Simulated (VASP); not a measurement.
# Sn with r2SCAN: from relaxation to properties, part 2 of 4

What structure and properties does r2SCAN give Sn, and how near are they to the measured ones? The start is a cell from a database of measured crystal structures.

VASP 6.6.1; r2SCAN; plane waves and PAW (Sn_d).

Still holding for the runs below: The k-mesh is coarse for a metal.

So far. Step 2 (Full relaxation (r2SCAN)): It ends with forces that vanish by symmetry and a pressure of -0.04 GPa. The volume lies +1.7 % from that of the database's start. Step 3 (Second relaxation): It ends with forces that vanish by symmetry and a pressure of -0.01 GPa. The volume moved by only 0.03 %, so the volume is settled.

The database entry behind the starting cell differs from later determinations by our own check (about 0.15 % long, nanocrystals), so it need not match the best structure at ambient conditions.

## Step 4: Density, ELF and potential (r2SCAN)

The relaxed cell gets a fresh self-consistent run, on a basis set for its own volume, to fix the density and to check the remaining stress.

The input, INCAR:

```
SYSTEM = Sn
PREC = Accurate
ENCUT = 400
EDIFF = 1E-06
NELM = 100
ISMEAR = 1
SIGMA = 0.2
LREAL = .FALSE.
ALGO = Normal
METAGGA = R2SCAN
LASPH = .TRUE.
NBANDS = 20
LORBIT = 11
LWAVE = .FALSE.
LCHARG = .TRUE.
ISIF = 2
LELF = .TRUE.
LVHAR = .TRUE.
```

The input, POSCAR:

```
Sn
1.0
   -2.9045720571      2.9045720571      1.6384020222
    2.9045720571     -2.9045720571      1.6384020222
    2.9045720571      2.9045720571     -1.6384020222
Sn
2
Direct
    0.0000000000      0.0000000000      0.0000000000
    0.7500000000      0.2500000000      0.5000000000
```

The input, KPOINTS:

```
Automatic mesh
0
Gamma
8 8 8
0 0 0
```

Potentials, in the order of the species: Sn_d (PBE family, release 64).

Started as:

```
$ mpirun -np 2 vasp_std
```

The log of the run:

```text
[banner, memory and clock lines left out]
running    2 mpi-ranks, on    1 nodes
 distrk:  each k-point on    2 cores,    1 groups
 distr:  one band on    1 cores,    2 groups

 POSCAR found type information on POSCAR Sn
 POSCAR found :  1 types and       2 ions
 [... a notice as in an earlier step ...]

 LDA part: xc-table for (None), standard interpolation
 POSCAR, INCAR and KPOINTS ok, starting setup
 FFT: planning ... GRIDC
 FFT: planning ... GRID_SOFT
 FFT: planning ... GRID
 WAVECAR not read
 entering main loop
       N       E                     dE             d eps       ncg     rms          rms(c)
DAV:   1     0.159613826927E+03    0.15961E+03   -0.13082E+04  2388   0.192E+03
DAV:   2    -0.328353228963E+02   -0.19245E+03   -0.18929E+03  2388   0.414E+02
DAV:   3    -0.527652739116E+02   -0.19930E+02   -0.19788E+02  2676   0.133E+02
DAV:   4    -0.533819829471E+02   -0.61671E+00   -0.61616E+00  2708   0.264E+01
DAV:   5    -0.534093276672E+02   -0.27345E-01   -0.27344E-01  3312   0.497E+00    0.383E+00
DAV:   6    -0.492198567324E+02    0.41895E+01   -0.11515E+00  2748   0.175E+01    0.190E+00
DAV:   7    -0.492288909217E+02   -0.90342E-02   -0.19342E-02  2792   0.154E+00    0.947E-01
DAV:   8    -0.492344744361E+02   -0.55835E-02   -0.94202E-03  2988   0.818E-01    0.739E-02
DAV:   9    -0.492343812006E+02    0.93236E-04   -0.15978E-03  3164   0.642E-01    0.440E-02
DAV:  10    -0.492343935725E+02   -0.12372E-04   -0.59735E-05  2988   0.900E-02    0.189E-02
DAV:  11    -0.492343896359E+02    0.39365E-05   -0.61089E-05  3192   0.115E-01    0.285E-03
DAV:  12    -0.492343908452E+02   -0.12093E-05   -0.21419E-06  2248   0.169E-02    0.399E-03
DAV:  13    -0.492343885472E+02    0.22980E-05   -0.25098E-06  1712   0.255E-02    0.692E-04
DAV:  14    -0.492343885166E+02    0.30607E-07   -0.22739E-07  1440   0.435E-03
   1 F= -.49234389E+02 E0= -.49235092E+02  d E =0.211015E-02
```

Wall time 52 s (2 MPI ranks of Intel Xeon 6975P-C (Granite Rapids), shared host); peak memory 0.29 GiB.

From OUTCAR (step 4):

```text
  LATTYP: Found a body centered tetragonal cell.
 ALAT       =     5.8091441142
 C/A-ratio  =     0.5640769070

 Found     59 irreducible k-points:

   NELECT =      28.0000    total number of electrons

 E-fermi :   7.6478

 k-point     1 :       0.0000    0.0000    0.0000
  band No.  band energies     occupation
    ...
     10     -14.1256      2.00000
     11      -3.8391      2.00000
     12       4.3448      2.00000
     13       5.7053      2.00000
     14       5.7054      2.00000
     15      11.1912     -0.00000
     16      14.2583      0.00000
     17      14.3258      0.00000
     18      14.4102      0.00000
     19      14.4103      0.00000
    ...

 k-point     2 :       0.1250    0.0000    0.0000
  band No.  band energies     occupation
    ...
     10     -14.1363      2.00000
     11      -3.5285      2.00000
     12       3.8631      2.00000
     13       5.7173      2.00000
     14       6.7512      2.00000
     15      11.7052      0.00000
     16      11.8593      0.00000
     17      12.3222      0.00000
     18      13.6617      0.00000
     19      14.0970      0.00000
    ...

  Total       -0.0044575     -0.0044575      0.0102304      0.0000000     -0.0000000      0.0000000
  in kB       -0.1291684     -0.1291684      0.2964547      0.0000000     -0.0000000      0.0000000
  external PRESSURE =       0.0127060 kB  Pullay stress =       0.0000000 kB

 POSITION                                       TOTAL-FORCE (eV/Angst)
 -----------------------------------------------------------------------------------
      0.00000      0.00000      0.00000        -0.000000      0.000000     -0.000000
      0.00000      2.90457      0.81920         0.000000     -0.000000      0.000000
 -----------------------------------------------------------------------------------
    total drift:                                0.000000      0.000000      0.000000

  FREE ENERGIE OF THE ION-ELECTRON SYSTEM (eV)
  ---------------------------------------------------
  free  energy   TOTEN  =       -49.2343885166 eV

  energy  without entropy=      -49.2364986637  energy(sigma->0) =      -49.23509190

[... 8 parts as in an earlier step ...]

[... 6 further parts left out ...]
```

Numbers from this step:

- SCF cycles: 14
- pressure: 0.001271 GPa

Valence electrons inside each PAW sphere by angular momentum. Sphere charges, by row:

```csv
atom,s (e),p (e),d (e),tot (e)
Sn1,1.198,1.066,9.969,12.23
Sn2,1.198,1.066,9.969,12.23
```

ELF in the ac plane of the conventional cell at fractional y = 0.000, with atoms of Sn within 0.2 Å of it. It is the smooth field of the valence electrons, not physical close to the nuclei.

Ten even steps from '_' (0.12) to '@' (0.54), each cell a mean:
```
__::##%%@@##**--::++##%%@@##==__
--++##@@@@##==____..**%%@@##**==
****##%%%%##--____..**##%%##****
******++******::..==**++++++****
##**--..::==********++--..::++**
**++==::__--++****++==....--++**
****++==::--++####**==::--++****
__--************************++..
::..**##@@##**####**##@@%%##--__
```
Columns run along a (5.8 Å), rows up along c (3.3 Å), edges of the conventional cell, whose origin can differ from the input's. Atoms in or near the plane, at fractional coordinates: Sn at (0.00, 0.00), Sn at (0.50, 0.75).

Electrostatic potential energy in the ac plane of the conventional cell at fractional y = 0.000, with atoms of Sn within 0.2 Å of it. With pseudopotentials it is smooth inside the atoms' cores, unlike the true potential.

Values in eV, 9 rows by 16 columns, each cell a mean:
```
-96 -76 -33  -5  -2  -8 -37 -67 -74 -52 -19  -3  -2 -16 -58 -91
-63 -44 -14  -2  -2 -17 -61 -94 -98 -80 -35  -5  -1  -6 -30 -57
-18 -10  -2   0  -2 -18 -62 -95 -98 -80 -36  -5   0  -1  -6 -16
 -2  -1   1   2   0  -9 -38 -69 -76 -54 -20  -2   1   1   0  -1
  0   1   2   2   1  -2 -10 -24 -28 -16  -4   0   2   2   1   0
 -5  -3   0   2   2   1  -1  -2  -3  -1   0   2   2   1  -2  -4
-37 -23  -6   0   2   2   1   0   0   1   2   2   1  -3 -15 -33
-83 -61 -23  -3   1   1   0  -2  -2  -1   0   1  -1 -10 -44 -76
-99 -83 -37  -5   0  -1  -8 -21 -25 -14  -3   0  -2 -19 -64 -96
```
Columns run along a (5.8 Å; values clipped at the 3rd and 97th percentile), rows up along c (3.3 Å), edges of the conventional cell, whose origin can differ from the input's. Atoms in or near the plane, at fractional coordinates: Sn at (0.00, 0.00), Sn at (0.50, 0.75).

Valence density in the ac plane of the conventional cell at fractional y = 0.000, with atoms of Sn within 0.2 Å of it. It is the smooth field of the valence electrons, not physical close to the nuclei.

Values in e/Å³, 9 rows by 16 columns, each cell a mean:
```
 9  5  1  0  0  0  1  4  4  2  1  0  0  1  3  7
 3  2  1  0  0  1  3  8 10  5  1  0  0  0  1  3
 1  0  0  0  0  1  3  8 10  5  1  0  0  0  0  1
 0  0  0  0  0  0  1  4  5  2  1  0  0  0  0  0
 0  0  0  0  0  0  0  1  1  1  0  0  0  0  0  0
 0  0  0  0  0  0  0  0  0  0  0  0  0  0  0  0
 1  1  0  0  0  0  0  0  0  0  0  0  0  0  0  1
 6  3  1  0  0  0  0  0  0  0  0  0  0  0  2  5
11  6  1  0  0  0  0  1  1  0  0  0  0  1  3  9
```
Columns run along a (5.8 Å), rows up along c (3.3 Å), edges of the conventional cell, whose origin can differ from the input's. Atoms in or near the plane, at fractional coordinates: Sn at (0.00, 0.00), Sn at (0.50, 0.75).

In this run the pressure is 0.00 GPa, small enough to go on.

## Step 5: Band structure (r2SCAN)

Levels along the symmetry lines show where the bands peak and cross; KPOINTS_OPT computes them in the converged potential.

The input, INCAR:

```
SYSTEM = Sn
PREC = Accurate
ENCUT = 400
EDIFF = 1E-06
NELM = 100
ISMEAR = 1
SIGMA = 0.2
LREAL = .FALSE.
ALGO = Normal
METAGGA = R2SCAN
LASPH = .TRUE.
NBANDS = 26
LORBIT = 11
LWAVE = .FALSE.
LCHARG = .FALSE.
KPAR = 2
```

POSCAR is that of step 4.

KPOINTS is that of step 4.

The input, KPOINTS_OPT:

```
Line mode
16
Line-mode
Reciprocal
  0.00000000   0.00000000   0.00000000 GAMMA
  0.00000000   0.00000000   0.50000000 X

  0.00000000   0.00000000   0.50000000 X
 -0.50000000   0.50000000   0.50000000 M

 -0.50000000   0.50000000   0.50000000 M
  0.00000000   0.00000000   0.00000000 GAMMA

  0.00000000   0.00000000   0.00000000 GAMMA
  0.32954569   0.32954569  -0.32954569 Z

  0.32954569   0.32954569  -0.32954569 Z
  0.25000000   0.25000000   0.25000000 P

  0.25000000   0.25000000   0.25000000 P
  0.00000000   0.50000000   0.00000000 N

  0.00000000   0.50000000   0.00000000 N
 -0.32954569   0.67045431   0.32954569 Z1

 -0.32954569   0.67045431   0.32954569 Z1
 -0.50000000   0.50000000   0.50000000 M

  0.00000000   0.00000000   0.50000000 X
  0.25000000   0.25000000   0.25000000 P
```

Started as:

```
$ mpirun -np 2 vasp_std
```

The log of the run:

```text
[... set-up lines as in an earlier step ...]
 entering main loop
       N       E                     dE             d eps       ncg     rms          rms(c)
DAV:   1     0.176606828303E+03    0.17661E+03   -0.11819E+04  3250   0.148E+03
DAV:   2    -0.271142575112E+02   -0.20372E+03   -0.19697E+03  3140   0.373E+02
DAV:   3    -0.525647315439E+02   -0.25450E+02   -0.25248E+02  3518   0.114E+02
DAV:   4    -0.533795707064E+02   -0.81484E+00   -0.81417E+00  3594   0.228E+01
DAV:   5    -0.534095222960E+02   -0.29952E-01   -0.29950E-01  4506   0.404E+00    0.382E+00
DAV:   6    -0.492194889109E+02    0.41900E+01   -0.10244E+00  3684   0.134E+01    0.193E+00
DAV:   7    -0.492289565981E+02   -0.94677E-02   -0.20055E-02  3852   0.125E+00    0.937E-01
DAV:   8    -0.492344057793E+02   -0.54492E-02   -0.77923E-03  4088   0.588E-01    0.769E-02
DAV:   9    -0.492343833916E+02    0.22388E-04   -0.11447E-03  4258   0.449E-01    0.525E-02
DAV:  10    -0.492343927856E+02   -0.93939E-05   -0.68270E-05  4324   0.834E-02    0.202E-02
DAV:  11    -0.492343887674E+02    0.40181E-05   -0.39347E-05  4246   0.780E-02    0.194E-03
DAV:  12    -0.492343904474E+02   -0.16799E-05   -0.29941E-06  3356   0.179E-02    0.379E-03
DAV:  13    -0.492343886640E+02    0.17833E-05   -0.13227E-06  1764   0.156E-02    0.401E-04
DAV:  14    -0.492343885968E+02    0.67294E-07   -0.20144E-07  1698   0.328E-03
   1 F= -.49234389E+02 E0= -.49235092E+02  d E =0.211005E-02
 Start KPOINTS_OPT (optional k-point list driver)
k-point batch [1-59\144]
       N       E                     dE             ncg
DAV:   1    -0.189218722393E+04   -0.27390E+05     3312
DAV:   2    -0.140772297962E+05   -0.12185E+05     3102
DAV:   3    -0.156259261271E+05   -0.15487E+04     3516
DAV:   4    -0.156748251219E+05   -0.48899E+02     3756
DAV:   5    -0.156766613557E+05   -0.18362E+01     4642
DAV:   6    -0.156766955983E+05   -0.34243E-01     3844
DAV:   7    -0.156766969268E+05   -0.13284E-02     4570
DAV:   8    -0.156766969350E+05   -0.82576E-05     3042
DAV:   9    -0.156766969357E+05   -0.65942E-06     2662
[...]
k-point batch [119-144\144]
       N       E                     dE             ncg
DAV:   1     0.297992401528E+05   -0.19989E+05     1476
DAV:   2     0.243661073851E+05   -0.54331E+04     1368
DAV:   3     0.236646764716E+05   -0.70143E+03     1602
DAV:   4     0.236427139403E+05   -0.21963E+02     1574
DAV:   5     0.236418972143E+05   -0.81673E+00     1948
DAV:   6     0.236418855973E+05   -0.11617E-01     1656
DAV:   7     0.236418850671E+05   -0.53016E-03     1970
DAV:   8     0.236418850634E+05   -0.37272E-05     1298
DAV:   9     0.236418850631E+05   -0.28920E-06     1054
```

Elapsed: 2.5 min, on 2 MPI ranks; peak memory 0.39 GiB.

Parts of OUTCAR (step 5):

```text
   k-points           NKPTS =     59   k-points in BZ     NKDIM =     59   number of bands    NBANDS=     26

   NELECT =      28.0000    total number of electrons

 E-fermi :   7.6478

 k-point     2 :       0.1250    0.0000    0.0000
  band No.  band energies     occupation
    ...
     10     -14.1362      2.00000
     11      -3.5285      2.00000
     12       3.8631      2.00000
     13       5.7174      2.00000
     14       6.7512      2.00000
     15      11.7052      0.00000
     16      11.8593      0.00000
     17      12.3222      0.00000
     18      13.6617      0.00000
     19      14.0970      0.00000
    ...

  Total       -0.0068248     -0.0068248      0.0078252      0.0000000      0.0000000      0.0000000
  in kB       -0.1977675     -0.1977675      0.2267572      0.0000000      0.0000000      0.0000000
  external PRESSURE =      -0.0562592 kB  Pullay stress =       0.0000000 kB

 POSITION                                       TOTAL-FORCE (eV/Angst)
 -----------------------------------------------------------------------------------
      0.00000      0.00000      0.00000        -0.000000      0.000000      0.000000
      0.00000      2.90457      0.81920         0.000000     -0.000000     -0.000000
 -----------------------------------------------------------------------------------
    total drift:                                0.000000      0.000000      0.000000

  FREE ENERGIE OF THE ION-ELECTRON SYSTEM (eV)
  ---------------------------------------------------
  free  energy   TOTEN  =       -49.2343885968 eV

  energy  without entropy=      -49.2364986515  energy(sigma->0) =      -49.23509195

[... 12 parts as in an earlier step ...]

[... 4 further parts left out ...]
```

Spin-orbit coupling is off here; with elements this heavy it splits and shifts levels by tenths of an eV or more.

This step gave:

```
bands    : 26
pressure : -0.005626 GPa
```

Electronic bands along the path, in eV, zero at the Fermi level; # counts the bands kept:

```csv
point,#1,#2,#3,#4,#5,#6,#7,#8
Γ,-11.49,-3.30,-1.94,-1.94,3.54,6.61,6.68,6.76
0.47 of the way,-10.96,-6.00,-1.33,-0.04,3.97,4.91,5.75,6.19
X,-9.10,-9.10,0.75,0.75,2.10,2.10,5.83,5.83
0.47 of the way,-8.62,-8.62,-2.51,-2.51,5.01,5.01,6.47,6.47
M,-7.63,-7.63,-4.87,-4.87,4.68,4.68,10.26,10.26
0.53 of the way,-10.44,-6.28,-3.61,0.69,3.22,5.70,5.73,6.98
Γ,-11.49,-3.30,-1.94,-1.94,3.54,6.61,6.68,6.76
0.47 of the way,-10.07,-2.23,-0.96,-0.96,0.45,0.57,3.93,3.93
Z,-6.84,-5.75,-3.15,-3.15,-3.00,3.54,6.00,6.00
0.47 of the way,-7.00,-5.87,-4.03,-1.03,-0.31,0.67,5.20,5.36
P,-6.34,-6.34,-3.61,-3.61,3.78,3.78,4.27,4.27
0.47 of the way,-7.05,-5.69,-3.70,-2.57,1.16,3.39,3.89,4.72
N,-7.35,-5.65,-2.24,-1.66,-1.36,2.52,3.06,5.02
0.47 of the way,-7.15,-5.52,-3.44,-2.07,-0.42,1.00,3.74,6.14
Z1,-6.84,-5.75,-3.15,-3.15,-3.00,3.54,6.00,6.00
0.47 of the way,-7.36,-7.05,-4.36,-4.36,-0.01,6.74,8.90,8.90
M,-7.63,-7.63,-4.87,-4.87,4.68,4.68,10.26,10.26
jump to X,-9.10,-9.10,0.75,0.75,2.10,2.10,5.83,5.83
0.47 of the way,-8.30,-8.30,0.03,0.03,2.61,2.61,2.84,2.84
P,-6.34,-6.34,-3.61,-3.61,3.78,3.78,4.27,4.27
```

The electronic bands as a text plot (rows in eV, shown from -8.0 to 4.5 only; labels by their first letter):

```
    4.3 | * *           *     ***           **       *   *      *
    3.7 |* *              *****  * *        ***   *        *   **
    3.2 |   **                    *   *    *  ** *  *        ***
    2.7 |      *                     *     *   **           **
    2.2 |     *          *     *          *  *     *    * **
    1.6 |    **          *      *   *  *  *      *
    1.1 |    **                         *         *
    0.6 |   * *           *        *     *    *        *  ***
    0.1 |  *   *                 *       *
   -0.4 |    *          *        **            *  *          *
   -1.0 | * *          *   *    ***     **       *    *
   -1.5 |  *    *             **  **    *       ** *          *
   -2.0 |**                ***   *     *       *  *
   -2.5 |        *        *    ** ****    *   ***  * *         *
   -3.0 |             *     ***       *    * *   *  *
   -3.6 |*        *      *         *** *    * *   ** *          *
   -4.1 |            * **  *            **** *        *
   -4.6 | *        ****             *                  ***
   -5.1 |                 *          *
   -5.7 |                             ****   ********
   -6.2 |  *             *                ***        *          *
   -6.7 |   *          **            ***  ****      ***        *
   -7.2 |             *             *   **    ******  ***
   -7.7 |          ***                                  **    *
         Γ    X     M       Γ         Z     P   N   Z   M|X     P
```

There is no gap at this level.

[end of part 2 of 4]

[Lines on the potential files, build, host, timing and source positions are cut from VASP's logs without a mark.]

[Logs are printed without paths, hosts, clocks, repeated set-up lines and the standing remarks that a program may print on its own settings, such as how far it seeks lower states.]

[Hosts, paths, dates, database ids (printed as entryN), source tags and the programs' standing remarks are cut or masked in the printed files.]

[A measured line is paired with the nearest computed mode of its activity, which favours agreement.]
